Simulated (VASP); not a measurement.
Here is a VASP 6.6.1 calculation.

Contents of INCAR:

```
SYSTEM = TiSi2
ALGO = Normal
EDIFF = 1E-6
EDIFFG = -0.01
ENCUT = 600
GGA = CA
IBRION = 2
ISIF = 3
ISMEAR = 1
KPAR = 2
LASPH = .True.
LCHARG = .False.
LREAL = .False.
LWAVE = .False.
NELM = 80
NSW = 90
PREC = Accurate
SIGMA = 0.1
```

The input KPOINTS:

```
k-points
0
Gamma
  10 10 10
  0 0 0
```

Contents of POSCAR:

```
TiSi2
1.0
    0.0000000000      4.1180000000      4.2615000000
    2.3865000000      0.0000000000      4.2615000000
    2.3865000000      4.1180000000      0.0000000000
Ti Si
2 4
Direct
    0.7500000000      0.7500000000      0.7500000000
    0.5000000000      0.5000000000      0.5000000000
    0.0830000000      0.4170000000      0.0830000000
    0.4170000000      0.0830000000      0.4170000000
    0.1670000000      0.8330000000      0.1670000000
    0.8330000000      0.1670000000      0.8330000000
```

Potentials or basis: VASP PAW LDA potentials, release 64 (Ti_sv, Si).

Command:

```sh
$ cat potpaw_LDA.64/Ti_sv/POTCAR potpaw_LDA.64/Si/POTCAR > POTCAR
$ mpirun -np 2 vasp_std > vasp.out
```

(1) What does it give for the relaxed volume?

(2) Predict the band gap on the k mesh.

Answers

(1) 13.53 Å³/atom.

(2) none (metal or under the smearing width).
